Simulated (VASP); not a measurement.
These are r2SCAN meta-GGA, VASP's PBE PAW potentials (set 64) (plane waves; VASP) values and carry that method's errors.

VASP input:

POSCAR:
```
Ge
9.3662530
  0.4999999939   0.0000000000   0.0000000000
 -0.2499999969   0.4330126056   0.0000000000
  0.0000000000   0.0000000000   0.2788176054
Ge
3
Direct
  0.0000000000   0.0000000000   1.0000000000
  0.3333330000   0.6666670000   0.5000000000
  0.6666670000   0.3333330000   0.5000000000
```

KPOINTS:
```
Automatic
0
gamma
  8 8 10
0 0 0
```

**INCAR**
```
! general
SYSTEM =Ge
PREC   =Accurate
ENCUT  =480
LREAL  =.False.
LASPH  =.True.

! electronic loop
EDIFF  =1E-7
NELM   =100
ALGO   =Normal
LMAXMIX=4
LMIXTAU=.True.

! smearing
ISMEAR =1
SIGMA  =0.1

! functional
METAGGA=R2SCAN

! ions
ISIF   =2

! output
LWAVE  =.False.
LCHARG =.False.
```

POTCAR, in this order: Ge_d (PBE.64 set). Program: vasp_std.

**Question.** Estimate the energy per atom (σ→0), pressure, band gap (on the k-mesh).

**Answer.** 
```
Item                                                        Result
------------------------  ----------------------------------------
energy per atom (σ→0)                              -13.249 eV/atom
band gap (on the k-mesh)  none (metal, semimetal or under 0.01 eV)
pressure                                                 11.89 GPa
```

**OSZICAR**
```
...
DAV:  12    -0.397456957500E+02    0.46122E-03   -0.70702E-04  3574   0.193E-01    0.215E-02
DAV:  13    -0.397465047238E+02   -0.80897E-03   -0.46122E-04  3035   0.170E-01    0.774E-03
DAV:  14    -0.397465154783E+02   -0.10754E-04   -0.26258E-05  4232   0.382E-02    0.289E-03
DAV:  15    -0.397465169274E+02   -0.14491E-05   -0.40219E-06  3145   0.263E-02    0.139E-03
DAV:  16    -0.397465159328E+02    0.99459E-06   -0.20052E-06  2908   0.169E-02    0.769E-04
DAV:  17    -0.397465173724E+02   -0.14396E-05   -0.35456E-07  2765   0.109E-02    0.391E-04
DAV:  18    -0.397465174708E+02   -0.98385E-07   -0.67073E-08  1750   0.571E-03
   1 F= -.39746517E+02 E0= -.39746744E+02  d E =0.678965E-03
```

The structure was generated: Ge was put into the omega type (P6/mmm), which need not be its known phase. This cell was strained or had an atom moved on purpose.
